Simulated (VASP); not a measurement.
# BeCo: accuracy against cost in the plane-wave cutoff and SCF solver

Aim: find what the plane-wave cutoff and SCF solver change for BeCo, and what they cost. The series runs use PBEsol. The plane-wave cutoff tried: ENCUT = 160; ENCUT = 200; ENCUT = 240; ENCUT = 270; ENCUT = 310; ENCUT = 350; ENCUT = 430; ENCUT = 540. The SCF solver tried: ALGO = Normal; ALGO = Fast; ALGO = VeryFast; ALGO = All; ALGO = Damped; AMIX = 0.1, BMIX = 0.01; AMIX = 0.8; IMIX = 1, AMIX = 0.2. The start is a cell from a database of measured crystal structures.

Calculated with VASP 6.6.1; PBEsol, spin-polarised from a ferromagnetic start (one magnetic atom a cell); plane waves and PAW (Be, Co).

## Step 1: Set-up

Symmetry: Pm-3m, No. 221, cubic system. Conventional cell: a = 2.606 Å, b = 2.606 Å, c = 2.606 Å, α = 90.00°, β = 90.00°, γ = 90.00°. Nearest to Be lie 8 Co at 2.26 Å. Nearest to Co lie 8 Be at 2.26 Å. Farther neighbours are not listed.

Coordinates:

```
Be Co
1.0
     2.60600    0.00000    0.00000
     0.00000    2.60600    0.00000
     0.00000    0.00000    2.60600
Be Co
1 1
Cartesian
  0.0000 0.0000 0.0000
  1.3030 1.3030 1.3030
```

## Step 2: Plane-wave cutoff: ENCUT = 160

The basis grows with ENCUT, and energy and stress both move with it. PBEsol restores the gradient expansion of exchange and is tuned for the cells of solids.

INCAR reads:

```
SYSTEM = BeCo
PREC = Accurate
ENCUT = 160
EDIFF = 1E-06
NELM = 100
ISMEAR = -1
SIGMA = 0.05
LREAL = .FALSE.
ALGO = Normal
GGA = PS
NBANDS = 12
ISPIN = 2
MAGMOM = 0 2
LMAXMIX = 4
LORBIT = 11
LWAVE = .FALSE.
LCHARG = .FALSE.
KPAR = 2
ISIF = 2
```

POSCAR reads:

```
BeCo
1.0
    2.6060000000      0.0000000000      0.0000000000
    0.0000000000      2.6060000000      0.0000000000
    0.0000000000      0.0000000000      2.6060000000
Be Co
1 1
Direct
    0.0000000000      0.0000000000      0.0000000000
    0.5000000000      0.5000000000      0.5000000000
```

KPOINTS reads:

```
Automatic mesh
0
Gamma
7 7 7
0 0 0
```

The projector-augmented-wave data sets are Be and Co (PBE family, release 64).

The run is started by

```sh
$ mpirun -np 2 vasp_std
```

The log of the run:

```text
[banner, memory and clock lines left out]
running    2 mpi-ranks, on    1 nodes
 distrk:  each k-point on    1 cores,    2 groups
 distr:  one band on    1 cores,    1 groups

 POSCAR found type information on POSCAR BeCo
 POSCAR found :  2 types and       2 ions
|                                                                             |
|               ----> ADVICE to this user running VASP <----                  |
|                                                                             |
|     You enforced a specific xc type in the INCAR file but a different       |
|     [... a line on the potential file left out ...]
|     I HOPE YOU KNOW WHAT YOU ARE DOING!                                     |
|                                                                             |

 LDA part: xc-table for (Slater+PW92), standard interpolation
 POSCAR, INCAR and KPOINTS ok, starting setup
 FFT: planning ... GRIDC
 FFT: planning ... GRID_SOFT
 FFT: planning ... GRID
 WAVECAR not read
 entering main loop
       N       E                     dE             d eps       ncg     rms          rms(c)
DAV:   1     0.220895941344E+01    0.22090E+01   -0.26037E+03   992   0.351E+02
DAV:   2    -0.150846490334E+02   -0.17294E+02   -0.16378E+02  1068   0.812E+01
DAV:   3    -0.152308468203E+02   -0.14620E+00   -0.14608E+00  1076   0.734E+00
DAV:   4    -0.152309409208E+02   -0.94101E-04   -0.94100E-04  1032   0.200E-01
DAV:   5    -0.152309411142E+02   -0.19337E-06   -0.19216E-06  1068   0.865E-03    0.270E+01
DAV:   6    -0.149483740551E+02    0.28257E+00   -0.11517E+02   976   0.801E+01    0.179E+01
DAV:   7    -0.970648850128E+01    0.52419E+01   -0.35995E+01   992   0.364E+01    0.299E+00
DAV:   8    -0.967824648022E+01    0.28242E-01   -0.19230E-01  1000   0.301E+00    0.127E+00
DAV:   9    -0.967117344148E+01    0.70730E-02   -0.13657E-02   972   0.720E-01    0.610E-01
DAV:  10    -0.967097188328E+01    0.20156E-03   -0.99450E-04  1024   0.216E-01    0.687E-02
DAV:  11    -0.967098044781E+01   -0.85645E-05   -0.10849E-04  1016   0.742E-02    0.390E-02
DAV:  12    -0.967098523503E+01   -0.47872E-05   -0.14989E-05   992   0.262E-02    0.118E-02
DAV:  13    -0.967098531781E+01   -0.82773E-07   -0.13992E-06   736   0.814E-03
   1 F= -.96709853E+01 E0= -.96625603E+01  d E =-.168500E-01  mag=     0.2208
```

It took 1.4 s on 2 MPI ranks of Intel Xeon 6975P-C (Granite Rapids), shared host; peak memory 0.19 GiB.

The logs omit lines about the potential files and the build; timing stands in the text.

OUTCAR, selected parts (step 2):

```text
ion  position               nearest neighbor table
   1  0.000  0.000  0.000-   2 2.26   2 2.26   2 2.26   2 2.26   2 2.26   2 2.26   2 2.26   2 2.26

  LATTYP: Found a simple cubic cell.
 ALAT       =     2.6060000000

 Subroutine GETGRP returns: Found 48 space group operations
 (whereof 48 operations were pure point group operations)

The static configuration has the point symmetry O_h .

 Found     20 irreducible k-points:

   k-points           NKPTS =     20   k-points in BZ     NKDIM =     20   number of bands    NBANDS=     12

   dimension x,y,z NGX =    12 NGY =   12 NGZ =   12
   dimension x,y,z NGXF=    24 NGYF=   24 NGZF=   24

   ENCUT  =  160.0 eV  11.76 Ry    3.43 a.u.   2.69  2.69  2.69*2*pi/ulx,y,z

   NELECT =      11.0000    total number of electrons

 k-points in reciprocal lattice and weights: Automatic mesh
   0.00000000  0.00000000  0.00000000       0.003
   0.14285714  0.00000000  0.00000000       0.017
   0.28571429  0.00000000  0.00000000       0.017
   0.42857143  0.00000000  0.00000000       0.017
   0.14285714  0.14285714  0.00000000       0.035
   0.28571429  0.14285714  0.00000000       0.070
   0.42857143  0.14285714  0.00000000       0.070
   0.28571429  0.28571429  0.00000000       0.035
   0.42857143  0.28571429  0.00000000       0.070
[...]
0.42857143  0.42857143  0.28571429       0.070
   0.42857143  0.42857143  0.42857143       0.023

 average (electrostatic) potential at core
       1 -30.2179       2 -80.6851

 E-fermi :   8.2483

 spin component 1
 k-point     1 :       0.0000    0.0000    0.0000
  band No.  band energies     occupation
    ...
      2       5.2226      1.00000
      3       5.2226      1.00000
      4       7.8210      0.99981
      5       7.8210      0.99981
      6       7.8210      0.99981
      7      16.2718      0.00000
      8      16.2718      0.00000
      9      16.2718      0.00000
     10      24.1138      0.00000
     11      24.1138      0.00000
    ...

 k-point     2 :       0.1429    0.0000    0.0000
  band No.  band energies     occupation
    ...
      2       5.3138      1.00000
      3       5.3241      1.00000
      4       7.6121      1.00000
      5       7.6121      1.00000
      6       7.8594      0.99958
      7      14.2948      0.00000
      8      16.9386      0.00000
      9      16.9386      0.00000
     10      24.1531      0.00000
     11      26.2190      0.00000
    ...

 k-point     3 :       0.2857    0.0000    0.0000
  band No.  band energies     occupation
    ...
      2       5.3656      1.00000
      3       5.6213      1.00000
      4       7.0907      1.00000
      5       7.0907      1.00000
      6       8.0328      0.98675
      7      11.4301      0.00000
      8      18.8019      0.00000
      9      18.8019      0.00000
     10      24.0305      0.00000
     11      28.2280      0.00000
    ...

 k-point     4 :       0.4286    0.0000    0.0000
  band No.  band energies     occupation
    ...
      2       4.7656      1.00000
      3       5.5453      1.00000
      4       6.7615      1.00000
      5       6.7615      1.00000
      6       8.1592      0.85601
      7       9.7403      0.00000
      8      20.9637      0.00000
      9      20.9637      0.00000
     10      24.0886      0.00000
     11      26.8745      0.00000
    ...

 k-point     5 :       0.1429    0.1429    0.0000
  band No.  band energies     occupation
    ...
      2       5.3781      1.00000
      3       5.4374      1.00000
      4       7.1432      1.00000
      5       7.5850      1.00000
      6       7.7501      0.99995
      7      14.1335      0.00000
      8      15.7056      0.00000
      9      17.5405      0.00000
     10      25.2445      0.00000
     11      27.5059      0.00000
    ...

 k-point     6 :       0.2857    0.1429    0.0000
  band No.  band energies     occupation
    ...
      2       5.4764      1.00000
      3       5.6845      1.00000
      4       7.0519      1.00000
      5       7.1341      1.00000
      6       8.0029      0.99267
      7      11.6064      0.00000
      8      16.9392      0.00000
      9      19.2405      0.00000
     10      25.2171      0.00000
     11      27.0072      0.00000
    ...

  Total      -30.9748461    -30.9748461    -30.9748461      0.0000000      0.0000000     -0.0000000
  in kB    -2804.1194210  -2804.1194210  -2804.1194210      0.0000000      0.0000000     -0.0000000
  external PRESSURE =   -2804.1194210 kB  Pullay stress =       0.0000000 kB

  energy-cutoff  :      160.00
  volume of cell :       17.70
      direct lattice vectors                 reciprocal lattice vectors
     2.606000000  0.000000000  0.000000000     0.383729854  0.000000000  0.000000000
     0.000000000  2.606000000  0.000000000     0.000000000  0.383729854  0.000000000
     0.000000000  0.000000000  2.606000000     0.000000000  0.000000000  0.383729854

 POSITION                                       TOTAL-FORCE (eV/Angst)
 -----------------------------------------------------------------------------------
      0.00000      0.00000      0.00000         0.000000      0.000000      0.000000
      1.30300      1.30300      1.30300         0.000000      0.000000      0.000000
 -----------------------------------------------------------------------------------
    total drift:                                0.000000      0.000000     -0.000000

  FREE ENERGIE OF THE ION-ELECTRON SYSTEM (eV)
  ---------------------------------------------------
  free  energy   TOTEN  =        -9.6709853178 eV

  energy  without entropy=       -9.6541353142  energy(sigma->0) =       -9.66256032

 total charge
# of ion       s       p       d       tot
------------------------------------------
    1        0.448   0.689   0.000   1.137
    2        0.476   0.569   7.990   9.035
--------------------------------------------------
tot          0.923   1.258   7.990  10.171

 magnetization (x)
# of ion       s       p       d       tot
------------------------------------------
    1       -0.001  -0.003   0.000  -0.005
    2        0.000   0.006   0.224   0.230
--------------------------------------------------
tot         -0.001   0.003   0.224   0.225

[... 6 further parts left out ...]
```

The cell holds one magnetic atom, so no antiferromagnetic order fits into it. The k-mesh is coarse for a metal. LASPH is off, so gradient terms of the non-spherical density inside the spheres are left out; for open d or f shells this can shift gaps and moments. The PAW data sets were made with PBE, which is usual practice but a small mismatch for other functionals.

This step gave:

```yaml
scf_cycles: 13
electrons: 11
bands: 12
irreducible_k_points: 20
symmetry_operations: 48
free_energy_toten: -9.671 eV
energy_at_zero_smearing: -9.663 eV
fermi_energy: 8.248 eV
pressure: -280.4 GPa
moment_of_the_cell_from_the_last_line_of_the_log: 0.2208 μB
metallic: yes
```

Spin moment in the PAW sphere by atom:

```
atom  spin moment in the PAW sphere (μB)
 Be1                              -0.005
 Co2                               0.230
```

The series starts at -4.8313 eV an atom and -280.41 GPa, after 13 cycles in 1.4 s.

## Step 3: Plane-wave cutoff: ENCUT = 200

INCAR, as its differences from that of step 2:

```diff
@@ -2,3 +2,3 @@
 PREC = Accurate
-ENCUT = 160
+ENCUT = 200
 EDIFF = 1E-06
```

POSCAR is that of step 2.

KPOINTS is that of step 2.

The run is started by

```sh
$ mpirun -np 2 vasp_std
```

The log of the run:

```text
[banner, memory and clock lines left out]
running    2 mpi-ranks, on    1 nodes
[...]
[... a notice as in an earlier step ...]

 LDA part: xc-table for (Slater+PW92), standard interpolation
 POSCAR, INCAR and KPOINTS ok, starting setup
[...]
entering main loop
       N       E                     dE             d eps       ncg     rms          rms(c)
DAV:   1     0.779883387705E+01    0.77988E+01   -0.29327E+03  1008   0.454E+02
DAV:   2    -0.149261725605E+02   -0.22725E+02   -0.20903E+02  1060   0.994E+01
DAV:   3    -0.152503441851E+02   -0.32417E+00   -0.32354E+00  1072   0.125E+01
DAV:   4    -0.152512135230E+02   -0.86934E-03   -0.86931E-03  1048   0.671E-01
[...]
DAV:  14    -0.119619211343E+02   -0.12148E-05   -0.72656E-05  1104   0.616E-02    0.894E-03
DAV:  15    -0.119619222253E+02   -0.10910E-05   -0.13065E-06   652   0.101E-02    0.383E-03
DAV:  16    -0.119619222438E+02   -0.18473E-07   -0.76884E-08   528   0.233E-03
   1 F= -.11961922E+02 E0= -.11952966E+02  d E =-.179135E-01  mag=     0.3753
```

Elapsed: 1.6 s, on 2 MPI ranks; peak memory 0.2 GiB.

Parts of OUTCAR (step 3):

```text
  Total       -8.4096653     -8.4096653     -8.4096653      0.0000000     -0.0000000      0.0000000
  in kB     -761.3179347   -761.3179347   -761.3179347      0.0000000     -0.0000000      0.0000000
  external PRESSURE =    -761.3179347 kB  Pullay stress =       0.0000000 kB

  FREE ENERGIE OF THE ION-ELECTRON SYSTEM (eV)
  ---------------------------------------------------
  free  energy   TOTEN  =       -11.9619222438 eV

  energy  without entropy=      -11.9440087923  energy(sigma->0) =      -11.95296552

 magnetization (x)
# of ion       s       p       d       tot
------------------------------------------
    1       -0.005  -0.017   0.000  -0.022
    2       -0.001   0.000   0.408   0.408
--------------------------------------------------
tot         -0.006  -0.017   0.408   0.385

[... 2 parts as in an earlier step ...]

[... 2 further parts left out ...]
[key lines of the parts left out:]
E-fermi :   8.5213
```

Against the run before the energy moves by -1145.20 meV an atom and the pressure by +204.28 GPa, after 16 cycles in 1.6 s.

## Step 4: Plane-wave cutoff: ENCUT = 240

INCAR, as its differences from that of step 3:

```diff
@@ -2,3 +2,3 @@
 PREC = Accurate
-ENCUT = 200
+ENCUT = 240
 EDIFF = 1E-06
```

POSCAR is that of step 3.

KPOINTS is that of step 3.

The run is started by

```sh
$ mpirun -np 2 vasp_std
```

The log of the run:

```text
[... set-up lines as in an earlier step ...]
 entering main loop
       N       E                     dE             d eps       ncg     rms          rms(c)
DAV:   1     0.147925698621E+02    0.14793E+02   -0.34352E+03   976   0.555E+02
DAV:   2    -0.146738187708E+02   -0.29466E+02   -0.27366E+02  1032   0.121E+02
DAV:   3    -0.151854555956E+02   -0.51164E+00   -0.51048E+00  1108   0.186E+01
DAV:   4    -0.151878635683E+02   -0.24080E-02   -0.24077E-02  1052   0.127E+00
[...]
DAV:  12    -0.123230435573E+02   -0.87866E-05   -0.59090E-05  1204   0.650E-02    0.299E-02
DAV:  13    -0.123230455032E+02   -0.19458E-05   -0.12579E-05  1024   0.336E-02    0.104E-02
DAV:  14    -0.123230447810E+02    0.72215E-06   -0.30018E-06   580   0.150E-02
   1 F= -.12323045E+02 E0= -.12314627E+02  d E =-.168365E-01  mag=     0.3115
```

Elapsed: 1.6 s, on 2 MPI ranks; peak memory 0.2 GiB.

From OUTCAR (step 4):

```text
  Total       -2.3873356     -2.3873356     -2.3873356      0.0000000     -0.0000000      0.0000000
  in kB     -216.1229155   -216.1229155   -216.1229155      0.0000000     -0.0000000      0.0000000
  external PRESSURE =    -216.1229155 kB  Pullay stress =       0.0000000 kB

 POSITION                                       TOTAL-FORCE (eV/Angst)
 -----------------------------------------------------------------------------------
      0.00000      0.00000      0.00000         0.000000      0.000000      0.000000
      1.30300      1.30300      1.30300         0.000000      0.000000      0.000000
 -----------------------------------------------------------------------------------
    total drift:                                0.000000     -0.000000      0.000000

  FREE ENERGIE OF THE ION-ELECTRON SYSTEM (eV)
  ---------------------------------------------------
  free  energy   TOTEN  =       -12.3230447810 eV

  energy  without entropy=      -12.3062083093  energy(sigma->0) =      -12.31462655

 magnetization (x)
# of ion       s       p       d       tot
------------------------------------------
    1       -0.004  -0.013   0.000  -0.016
    2       -0.001   0.002   0.329   0.331
--------------------------------------------------
tot         -0.004  -0.010   0.329   0.315

[... 1 part as in an earlier step ...]

[... 2 further parts left out ...]
[key lines of the parts left out:]
E-fermi :   8.6467
```

Against the run before the energy moves by -180.83 meV an atom and the pressure by +54.52 GPa, after 14 cycles in 1.6 s.

## Step 5: Plane-wave cutoff: ENCUT = 270

INCAR, as its differences from that of step 4:

```diff
@@ -2,3 +2,3 @@
 PREC = Accurate
-ENCUT = 240
+ENCUT = 270
 EDIFF = 1E-06
```

POSCAR is that of step 4.

KPOINTS is that of step 4.

The run is started by

```sh
$ mpirun -np 2 vasp_std
```

The log of the run:

```text
[... set-up lines as in an earlier step ...]
 entering main loop
       N       E                     dE             d eps       ncg     rms          rms(c)
DAV:   1     0.174514536996E+02    0.17451E+02   -0.35667E+03   976   0.628E+02
DAV:   2    -0.144997740511E+02   -0.31951E+02   -0.29566E+02  1024   0.130E+02
DAV:   3    -0.151655512456E+02   -0.66578E+00   -0.66174E+00  1096   0.223E+01
DAV:   4    -0.151700355303E+02   -0.44843E-02   -0.44836E-02  1064   0.180E+00
[...]
DAV:  11    -0.123732866319E+02   -0.70501E-04   -0.12617E-04   988   0.111E-01    0.961E-02
DAV:  12    -0.123733052668E+02   -0.18635E-04   -0.80648E-05  1220   0.827E-02    0.314E-02
DAV:  13    -0.123733060542E+02   -0.78739E-06   -0.99406E-06   980   0.304E-02
   1 F= -.12373306E+02 E0= -.12364992E+02  d E =-.166285E-01  mag=     0.3115
```

Elapsed: 1.8 s, on 2 MPI ranks; peak memory 0.2 GiB; 1.6 s of CPU time.

From OUTCAR (step 5):

```text
  Total       -1.2360346     -1.2360346     -1.2360346      0.0000000      0.0000000     -0.0000000
  in kB     -111.8968805   -111.8968805   -111.8968805      0.0000000      0.0000000     -0.0000000
  external PRESSURE =    -111.8968805 kB  Pullay stress =       0.0000000 kB

  FREE ENERGIE OF THE ION-ELECTRON SYSTEM (eV)
  ---------------------------------------------------
  free  energy   TOTEN  =       -12.3733060542 eV

  energy  without entropy=      -12.3566775942  energy(sigma->0) =      -12.36499182

 magnetization (x)
# of ion       s       p       d       tot
------------------------------------------
    1       -0.004  -0.013   0.000  -0.017
    2       -0.001   0.002   0.328   0.329
--------------------------------------------------
tot         -0.004  -0.010   0.328   0.313

[... 2 parts as in an earlier step ...]

[... 2 further parts left out ...]
[key lines of the parts left out:]
E-fermi :   8.6835
```

Against the run before the energy moves by -25.18 meV an atom and the pressure by +10.42 GPa, after 13 cycles in 1.8 s.

[end of part 1 of 3]

[Lines on the potential files, build, host, timing and source positions are cut from VASP's logs without a mark.]

[Logs are printed without paths, hosts, clocks, repeated set-up lines and the standing remarks that a program may print on its own settings, such as how far it seeks lower states.]

[Hosts, paths, dates, database ids (printed as entryN), source tags and the programs' standing remarks are cut or masked in the printed files.]

[A measured line is paired with the nearest computed mode of its activity, which favours agreement.]
